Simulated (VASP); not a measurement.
Set up this calculation in VASP 6.6.1, as an ASE script.

* Task: band structure
* Functional: PW91
* Potentials or basis: VASP PAW PBE potentials, release 64 (Li_sv, Bi_d)
* Cutoff: 520 eV
* k mesh: 6 × 6 × 6
* Occupations: methfessel-paxton, width 0.2 eV
* Spin: no spin polarisation
* Further INCAR settings: ALGO = Normal; EDIFF = 1.00e-06; NBANDS = 28; ISYM = 0

The system is Li7Bi.

```
Li Bi
1.0
     0.00000    4.30275    4.30275
     4.30275    0.00000    4.30275
     4.30275    4.30275    0.00000
Li Bi
7 1
Cartesian
  0.0000 2.1514 2.1514
  4.3027 2.1514 2.1514
  2.1514 0.0000 2.1514
  2.1514 4.3027 2.1514
  2.1514 2.1514 0.0000
  2.1514 2.1514 4.3027
  4.3027 4.3027 4.3027
  0.0000 0.0000 0.0000
```

The cell was built by a generator and needn't be a form met in nature.

The input as run:

run.py

```python
from ase import Atoms
from ase.calculators.vasp import Vasp
from ase.dft.bandgap import bandgap

atoms = Atoms(
    ['Li', 'Li', 'Li', 'Li', 'Li', 'Li', 'Li', 'Bi'],
    cell=[[0.0, 4.30275, 4.30275], [4.30275, 0.0, 4.30275], [4.30275, 4.30275, 0.0]],
    scaled_positions=[[0.5, 0.0, 0.0], [0.0, 0.5, 0.5], [0.0, 0.5, 0.0], [0.5, 0.0, 0.5], [0.0, 0.0, 0.5], [0.5, 0.5, 0.0], [0.5, 0.5, 0.5], [0.0, 0.0, 0.0]],
    pbc=True,
)
calc = Vasp(
    directory='calc',
    pp='PBE',
    setups='recommended',
    prec='Accurate',
    encut=520,
    ediff=1e-06,
    ismear=1,
    sigma=0.2,
    lreal=False,
    lasph=True,
    nelm=100,
    algo='Normal',
    isif=2,
    lwave=False,
    lcharg=True,
    gga='91',
    kpts=[6, 6, 6],
    gamma=True,
    nbands=28,
)
atoms.calc = calc

print('energy (eV):', atoms.get_potential_energy())
print('free energy (eV):', atoms.get_potential_energy(force_consistent=True))
efermi = calc.get_fermi_level()
print('Fermi level (eV):', efermi)
path = atoms.cell.bandpath(npoints=40, eps=1e-4)
print('path:', path.path)
calc.set(kpts=path.kpts, reciprocal=True, icharg=11, isym=0, lcharg=False)
calc.calculate(atoms)
print('gap on the path (eV):', bandgap(calc, efermi=efermi)[0])
print('direct gap on the path (eV):', bandgap(calc, efermi=efermi, direct=True)[0])
```

Potentials or basis: VASP PAW PBE potentials, release 64 (Li_sv, Bi_d).

The run is started by

```sh
$ python run.py
```

It gave:

The band gap along the path is none (metal or under the smearing width).

Caveat: the log is that of the step along the path at fixed density, whose energy, stress, charges and moments have no meaning; spin-orbit coupling is left out, which moves the levels of the heavy elements.

It took 100 s on 1 thread of Intel(R) Xeon(R) 6975P-C (Granite Rapids) (shared host), peak memory 0.38 GiB.
